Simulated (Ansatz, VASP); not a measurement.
# InP in two plane-wave programs

Aim: how closely do two programs agree when they are given the same cell, functional and k mesh? The cell is taken from a series of runs on this material, whose earlier steps may have relaxed, scaled, displaced or heated it; both programs get it as it stands.

Program: Ansatz 0.2.0. Level of theory: plane waves, with VASP 6.6.1 beside it; G0W0 gap at r2SCAN. Results are calculated unless marked as measured.

**1. Starting point**

The structure is orthorhombic, space group Imm2 (No. 44). The conventional cell has a = 4.129 Å, b = 4.165 Å, c = 5.890 Å, α = 90.00°, β = 90.00°, γ = 90.00°. In has 4 P at 2.54 to 2.55 Å nearest. Nearest to P lie 4 In at 2.54 to 2.55 Å. Farther neighbours are not listed.

Coordinates:

```xyz
2
Lattice="-2.0825 -2.9452 2.0644 2.0825 -2.9452 2.0644 0.0000 0.0000 4.1289" Properties=species:S:1:pos:R:3 pbc="T T T"
In    0.0000   -0.0047    4.1289
P     0.0000   -4.4130    6.1933
```

**2. VASP: G0W0 gap, r2SCAN**

Quasiparticle shifts depend on high empty states and on the cores, so they are the hardest test of two PAW sets.

Lines of VASP's logs that name or quote its potential files are left out, and so is its time.

The run reads the wave functions of an earlier VASP run, which isn't shown here.

The input, INCAR:

```
SYSTEM = InP
PREC = Accurate
ENCUT = 300
ISMEAR = 0
SIGMA = 0.01
LREAL = .FALSE.
METAGGA = R2SCAN
LASPH = .TRUE.
NBANDS = 224
ALGO = EVGW0
NELMGW = 1
ENCUTGW = 150
NOMEGA = 64
PRECFOCK = Fast
NBANDSGW = 24
LWAVE = .FALSE.
LCHARG = .FALSE.
```

The input, POSCAR:

```
InP
1.0
   -2.0825373021     -2.9451525000      2.0644345881
    2.0825373021     -2.9451525000      2.0644345881
    0.0000000000      0.0000000000      4.1288691762
In P
1 1
Direct
    0.0008012407      0.0008012407      0.9991987593
    0.7491987593      0.7491987593      0.7508012407
```

The input, KPOINTS:

```
Automatic mesh
0
Gamma
6 6 6
0 0 0
```

The projector-augmented-wave data sets are In_d_GW and P_GW (PBE family, release 64).

Started as:

```console
$ mpirun -np 8 vasp_std
```

Numbers of over 12 decimals in the logs are rounded to 6 here.

Log:

```text
[banner, memory and clock lines left out]
running    8 mpi-ranks, on    1 nodes
 distrk:  each k-point on    8 cores,    1 groups
 distr:  one band on    1 cores,    8 groups

 POSCAR found type information on POSCAR InP
 POSCAR found :  2 types and       2 ions
|                                                                             |
|           W    W    AA    RRRRR   N    N  II  N    N   GGGG   !!!           |
|           W    W   A  A   R    R  NN   N  II  NN   N  G    G  !!!           |
|           W    W  A    A  R    R  N N  N  II  N N  N  G       !!!           |
|           W WW W  AAAAAA  RRRRR   N  N N  II  N  N N  G  GGG   !            |
|           WW  WW  A    A  R   R   N   NN  II  N   NN  G    G                |
|           W    W  A    A  R    R  N    N  II  N    N   GGGG   !!!           |
|                                                                             |
|     For optimal performance we recommend to set                             |
|       NCORE = 2 up to number-of-cores-per-socket                            |
|     NCORE specifies how many cores store one orbital (NPAR=cpu/NCORE).      |
|     This setting can greatly improve the performance of VASP for DFT.       |
|     The default, NCORE=1 might be grossly inefficient on modern             |
|     multi-core architectures or massively parallel machines. Do your        |
|     Unfortunately you need to use the default for GW and RPA                |
|     calculations (for HF NCORE is supported but not extensively tested      |
|     yet).                                                                   |
|                                                                             |

|                                                                             |
|               ----> ADVICE to this user running VASP <----                  |
|                                                                             |
|     You enforced a specific xc type in the INCAR file but a different       |
|     [... a line on the potential file left out ...]
|     I HOPE YOU KNOW WHAT YOU ARE DOING!                                     |
|                                                                             |

|                                                                             |
|           W    W    AA    RRRRR   N    N  II  N    N   GGGG   !!!           |
|           W    W   A  A   R    R  NN   N  II  NN   N  G    G  !!!           |
|           W    W  A    A  R    R  N N  N  II  N N  N  G       !!!           |
|           W WW W  AAAAAA  RRRRR   N  N N  II  N  N N  G  GGG   !            |
|           WW  WW  A    A  R   R   N   NN  II  N   NN  G    G                |
|           W    W  A    A  R    R  N    N  II  N    N   GGGG   !!!           |
|                                                                             |
|     The default for ENCUTGWSOFT is different in this version of VASP.       |
|     please manually set ENCUTGWSOFT =150 in the INCAR file.                 |
|                                                                             |

 LDA part: xc-table for (None), standard interpolation
 found WAVECAR, reading the header
 POSCAR, INCAR and KPOINTS ok, starting setup
 FFT: planning ... GRIDC
 FFT: planning ... GRID_SOFT
 FFT: planning ... GRID
 reading WAVECAR
 the WAVECAR file was read successfully
 initial charge from wavefunction
 available memory per node:     34.51 GB, setting MAXMEM to     35342

 The Fermi energy was updated, please check that it is located mid-gap
 values below the HOMO (VB) or above the LUMO (CB) will cause erroneous energies
 E-fermi :   4.2539

 calculate exact exchange contribution
 the WAVEDER file was read successfully
energies w=
    0.000    0.000    0.392    0.000    0.783    0.000    1.173    0.000
    1.560    0.000    1.943    0.000    2.323    0.000    2.698    0.000
    3.068    0.000    3.434    0.000    3.794    0.000    4.149    0.000
    4.499    0.000    4.845    0.000    5.186    0.000    5.524    0.000
    5.858    0.000    6.188    0.000    6.517    0.000    6.844    0.000
    7.169    0.000    7.494    0.000    7.820    0.000    8.146    0.000
    8.474    0.000    8.805    0.000    9.140    0.000    9.480    0.000
    9.825    0.000   10.177    0.000   10.537    0.000   10.907    0.000
   11.288    0.000   11.681    0.000   12.089    0.000   12.513    0.000
   12.957    0.000   13.422    0.000   13.912    0.000   14.431    0.000
[...]
performed       3714000 updates of chi_q(r,r)
 total number of BLAS operations       1134.72 Gflops
NQ=   3    0.3333    0.0000    0.0000,
|.........|.........|.........|.........|.........|.........|.........|.........
 performed       6098000 updates of chi_q(r,r)
 total number of BLAS operations       1936.29 Gflops
NQ=   4    0.5000   -0.0000    0.0000,
|.........|.........|.........|.........|.........|.........|.........|.........
 performed       7880000 updates of chi_q(r,r)
 total number of BLAS operations       2565.01 Gflops
NQ=   5    0.1667    0.1667    0.0000,
|.........|.........|.........|.........|.........|.........|.........|.........
 performed       9522000 updates of chi_q(r,r)
 total number of BLAS operations       3122.56 Gflops
NQ=   6    0.3333    0.1667    0.0000,
[...]
|.........|.........|.........|.........|.........|.........|.........|.........
 performed      39759000 updates of chi_q(r,r)
 total number of BLAS operations      14022.33 Gflops
NQ=  19   -0.1667    0.0000    0.1667,
|.........|.........|.........|.........|.........|.........|.........|.........
 performed      42917000 updates of chi_q(r,r)
 total number of BLAS operations      15115.47 Gflops
NQ=  20    0.3333    0.3333    0.1667,
|.........|.........|.........|.........|.........|.........|.........|.........
 performed      45268000 updates of chi_q(r,r)
 total number of BLAS operations      15945.24 Gflops
NQ=  21    0.5000    0.3333    0.1667,
|.........|.........|.........|.........|.........|.........|.........|.........
 performed      48426000 updates of chi_q(r,r)
 total number of BLAS operations      17059.50 Gflops
NQ=  22   -0.3333    0.3333    0.1667,
|.........|.........|.........|.........|.........|.........|.........|.........
 performed      51584000 updates of chi_q(r,r)
 total number of BLAS operations      18184.41 Gflops
NQ=  23   -0.1667    0.3333    0.1667,
|.........|.........|.........|.........|.........|.........|.........|.........
 performed      53882000 updates of chi_q(r,r)
 total number of BLAS operations      18995.21 Gflops
NQ=  24    0.5000    0.5000    0.1667,
|.........|.........|.........|.........|.........|.........|.........|.........
 performed      56233000 updates of chi_q(r,r)
 total number of BLAS operations      19817.09 Gflops
NQ=  25   -0.3333    0.5000    0.1667,
|.........|.........|.........|.........|.........|.........|.........|.........
 performed      58531000 updates of chi_q(r,r)
 total number of BLAS operations      20627.90 Gflops
NQ=  26    0.0000    0.0000    0.3333,
|.........|.........|.........|.........|.........|.........|.........|.........
 performed      60882000 updates of chi_q(r,r)
 total number of BLAS operations      21418.62 Gflops
NQ=  27    0.1667    0.0000    0.3333,
|.........|.........|.........|.........|.........|.........|.........|.........
 performed      64040000 updates of chi_q(r,r)
 total number of BLAS operations      22575.74 Gflops
NQ=  28    0.3333    0.0000    0.3333,
|.........|.........|.........|.........|.........|.........|.........|.........
 performed      66338000 updates of chi_q(r,r)
 total number of BLAS operations      23449.50 Gflops
NQ=  29    0.5000   -0.0000    0.3333,
|.........|.........|.........|.........|.........|.........|.........|.........
 performed      69496000 updates of chi_q(r,r)
 total number of BLAS operations      24553.18 Gflops
NQ=  30   -0.3333    0.0000    0.3333,
|.........|.........|.........|.........|.........|.........|.........|.........
 performed      72654000 updates of chi_q(r,r)
 total number of BLAS operations      25742.97 Gflops
NQ=  31   -0.1667    0.0000    0.3333,
|.........|.........|.........|.........|.........|.........|.........|.........
 performed      75812000 updates of chi_q(r,r)
 total number of BLAS operations      26867.87 Gflops
NQ=  32    0.1667    0.1667    0.3333,
|.........|.........|.........|.........|.........|.........|.........|.........
 performed      77604000 updates of chi_q(r,r)
 total number of BLAS operations      27488.40 Gflops
NQ=  33    0.5000    0.1667    0.3333,
|.........|.........|.........|.........|.........|.........|.........|.........
 performed      80762000 updates of chi_q(r,r)
 total number of BLAS operations      28602.66 Gflops
NQ=  34   -0.3333    0.1667    0.3333,
|.........|.........|.........|.........|.........|.........|.........|.........
 performed      83318000 updates of chi_q(r,r)
 total number of BLAS operations      29521.76 Gflops
NQ=  35    0.5000    0.5000    0.3333,
|.........|.........|.........|.........|.........|.........|.........|.........
 performed      85669000 updates of chi_q(r,r)
 total number of BLAS operations      30391.52 Gflops
NQ=  36   -0.3333    0.5000    0.3333,
|.........|.........|.........|.........|.........|.........|.........|.........
 performed      88827000 updates of chi_q(r,r)
 total number of BLAS operations      31505.78 Gflops
NQ=  37   -0.1667    0.5000    0.3333,
|.........|.........|.........|.........|.........|.........|.........|.........
 performed      91125000 updates of chi_q(r,r)
 total number of BLAS operations      32316.58 Gflops
NQ=  38   -0.3333   -0.3333    0.3333,
|.........|.........|.........|.........|.........|.........|.........|.........
 performed      92917000 updates of chi_q(r,r)
 total number of BLAS operations      32985.76 Gflops
NQ=  39    0.0000    0.0000    0.5000,
|.........|.........|.........|.........|.........|.........|.........|.........
 performed      94677000 updates of chi_q(r,r)
 total number of BLAS operations      33606.90 Gflops
NQ=  40    0.1667    0.0000    0.5000,
|.........|.........|.........|.........|.........|.........|.........|.........
 performed      97835000 updates of chi_q(r,r)
 total number of BLAS operations      34774.86 Gflops
NQ=  41    0.3333    0.0000    0.5000,
|.........|.........|.........|.........|.........|.........|.........|.........
 performed     100993000 updates of chi_q(r,r)
 total number of BLAS operations      35878.54 Gflops
NQ=  42    0.5000    0.0000    0.5000,
|.........|.........|.........|.........|.........|.........|.........|.........
 performed     102581000 updates of chi_q(r,r)
 total number of BLAS operations      36504.86 Gflops
NQ=  43    0.1667    0.1667    0.5000,
|.........|.........|.........|.........|.........|.........|.........|.........
 performed     104932000 updates of chi_q(r,r)
 total number of BLAS operations      37350.51 Gflops
NQ=  44    0.3333    0.1667    0.5000,
|.........|.........|.........|.........|.........|.........|.........|.........
 performed     107230000 updates of chi_q(r,r)
 total number of BLAS operations      38161.31 Gflops
NQ=  45   -0.3333    0.1667    0.5000,
|.........|.........|.........|.........|.........|.........|.........|.........
 performed     109291000 updates of chi_q(r,r)
 total number of BLAS operations      38888.66 Gflops
NQ=  46   -0.1667    0.1667    0.5000,
|.........|.........|.........|.........|.........|.........|.........|.........
 performed     111825000 updates of chi_q(r,r)
 total number of BLAS operations      39782.92 Gflops
 resolving degeneracies of screened two electron integrals

 calculate QP shifts <psi_nk| G(iteration)W_0 |psi_nk>: iteration 1
 entering main loop
```

From OUTCAR (step 2):

```text
ion  position               nearest neighbor table
   1  0.001  0.001  0.999-   2 2.54   2 2.54   2 2.55   2 2.55
   2  0.749  0.749  0.751-   1 2.54   1 2.54   1 2.55   1 2.55

  LATTYP: Found a body centered orthorhombic cell.
 ALAT       =     4.1288691762
 B/A-ratio  =     1.0087688484
 C/A-ratio  =     1.4266145883

 Subroutine GETGRP returns: Found  4 space group operations
 (whereof  4 operations were pure point group operations)

The static configuration has the point symmetry C_2v.

 Found     46 irreducible k-points:

   k-points           NKPTS =     46   k-points in BZ     NKDIM =    216   number of bands    NBANDS=    224

   dimension x,y,z NGX =    24 NGY =   24 NGZ =   24
   dimension x,y,z NGXF=    48 NGYF=   48 NGZF=   48

   ENCUT  =  300.0 eV  22.05 Ry    4.70 a.u.   5.87  5.87  5.83*2*pi/ulx,y,z

   NELECT =      18.0000    total number of electrons

  energy-cutoff  :      300.00
  volume of cell :       50.65
      direct lattice vectors                 reciprocal lattice vectors
    -2.082537302 -2.945152500  2.064434588    -0.240091738 -0.169770496  0.000000000
     2.082537302 -2.945152500  2.064434588     0.240091738 -0.169770496  0.000000000
     0.000000000  0.000000000  4.128869176     0.000000000  0.169770496  0.242197066

 k-points in reciprocal lattice and weights: Automatic mesh
   0.00000000  0.00000000  0.00000000       0.005
   0.16666667  0.00000000  0.00000000       0.019
   0.33333333  0.00000000  0.00000000       0.019
   0.50000000 -0.00000000  0.00000000       0.009
   0.16666667  0.16666667  0.00000000       0.009
   0.33333333  0.16666667  0.00000000       0.019
   0.50000000  0.16666667  0.00000000       0.019
  -0.33333333  0.16666667  0.00000000       0.019
  -0.16666667  0.16666667  0.00000000       0.009
[...]
-0.33333333  0.16666667  0.50000000       0.019
  -0.16666667  0.16666667  0.50000000       0.019

 E-fermi :   4.2539

 QP shifts <psi_nk| G(iteration)W_0 |psi_nk>: iteration 1
 for sc-GW calculations column KS-energies equals QP-energies in previous step
 and V_xc(KS)=  KS-energies - (<T + V_ion + V_H > + <T+V_H+V_ion>^1  + <V_x>^1)
 k-point   1 :       0.0000    0.0000    0.0000
  band No.  KS-energies  QP-energies   sigma(KS)   V_xc(KS)     V^pw_x(r,r')   Z            occupation Imag(sigma)
    ...
      6      -8.2816      -8.3308     -12.0322     -11.9535     -18.2539       0.6260       2.0000       0.8354
      7       3.6569       3.2337     -12.9550     -12.3992     -13.8981       0.7614       2.0000       0.0351
      8       3.6655       3.2429     -12.9659     -12.4107     -13.9124       0.7612       2.0000       0.0354
      9       3.7190       3.2975     -12.9693     -12.4153     -13.9125       0.7608       2.0000       0.0355
     10       4.7887       4.7042     -10.6511     -10.5426      -6.9274       0.7783       0.0000      -0.0038
     11       8.0569       8.1167      -9.7174      -9.7950      -5.5015       0.7712       0.0000      -0.0232
     12       8.1133       8.1733      -9.7305      -9.8083      -5.5026       0.7705       0.0000      -0.0233
     13       8.1518       8.2120      -9.7432      -9.8214      -5.5030       0.7697       0.0000      -0.0234
    ...

 k-point   2 :       0.1667    0.0000    0.0000
  band No.  KS-energies  QP-energies   sigma(KS)   V_xc(KS)     V^pw_x(r,r')   Z            occupation Imag(sigma)
    ...
      6      -7.9569      -8.0431     -12.2234     -12.0885     -18.3008       0.6392       2.0000       0.8183
      7       1.4879       1.0139     -12.2831     -11.6463     -13.6888       0.7444       2.0000       0.0571
      8       3.3542       2.9195     -12.7894     -12.2168     -13.8192       0.7592       2.0000       0.0361
      9       3.4131       2.9788     -12.8001     -12.2282     -13.8274       0.7594       2.0000       0.0364
     10       5.8546       5.8305     -10.5603     -10.5291      -6.7250       0.7730       0.0000      -0.0103
     11       8.5135       8.5016      -9.9595      -9.9440      -5.6128       0.7599       0.0000      -0.0370
     12       8.5489       8.6071      -9.8494      -9.9256      -5.4883       0.7632       0.0000      -0.0290
     13       8.5979       8.6584      -9.8587      -9.9381      -5.4805       0.7624       0.0000      -0.0294
    ...

 k-point   3 :       0.3333    0.0000    0.0000
  band No.  KS-energies  QP-energies   sigma(KS)   V_xc(KS)     V^pw_x(r,r')   Z            occupation Imag(sigma)
    ...
      6      -7.1258      -7.2702     -12.6633     -12.4466     -18.4202       0.6663       2.0000       0.7500
      7      -0.9844      -1.4424     -11.8105     -11.1638     -14.4141       0.7082       2.0000       0.1349
      8       2.8692       2.4159     -12.6078     -12.0076     -13.8137       0.7553       2.0000       0.0382
      9       2.9314       2.4778     -12.6224     -12.0219     -13.8249       0.7553       2.0000       0.0383
     10       5.7110       5.7061     -10.1585     -10.1522      -6.2947       0.7777       0.0000      -0.0079
     11       8.8953       8.9440      -9.6225      -9.6864      -5.1837       0.7608       0.0000      -0.0383
     12       8.9362       8.9854      -9.6330      -9.6979      -5.1745       0.7596       0.0000      -0.0394
     13      10.3813      10.2391      -9.7349      -9.5416      -4.6791       0.7358       0.0000      -0.1060
    ...

 k-point   4 :       0.5000   -0.0000    0.0000
  band No.  KS-energies  QP-energies   sigma(KS)   V_xc(KS)     V^pw_x(r,r')   Z            occupation Imag(sigma)
    ...
      6      -6.5143      -6.6796     -13.0689     -12.8236     -18.6271       0.6741       2.0000       0.6831
      7      -2.1831      -2.6180     -11.3683     -10.7465     -14.4954       0.6995       2.0000       0.2268
      8       2.6674       2.2074     -12.5506     -11.9403     -13.8344       0.7536       2.0000       0.0389
      9       2.7310       2.2701     -12.5668     -11.9553     -13.8467       0.7537       2.0000       0.0391
     10       5.5514       5.5464     -10.1382     -10.1317      -6.3147       0.7794       0.0000      -0.0071
     11       8.8302       8.8720      -9.4352      -9.4901      -5.0447       0.7626       0.0000      -0.0398
     12       8.8703       8.9130      -9.4452      -9.5014      -5.0340       0.7617       0.0000      -0.0409
     13      11.2238      10.9331      -8.5234      -8.1293      -3.3641       0.7376       0.0000      -0.1444
    ...

[... 4 further parts left out ...]
```

(Continued in part 2 of 2.)

[Lines on the potential files, build, host, timing and source positions are cut from VASP's logs without a mark.]

[Logs are printed without paths, hosts, clocks, repeated set-up lines and the standing remarks that a program may print on its own settings, such as how far it seeks lower states.]

[Hosts, paths, dates, database ids (printed as entryN), source tags and the programs' standing remarks are cut or masked in the printed files.]
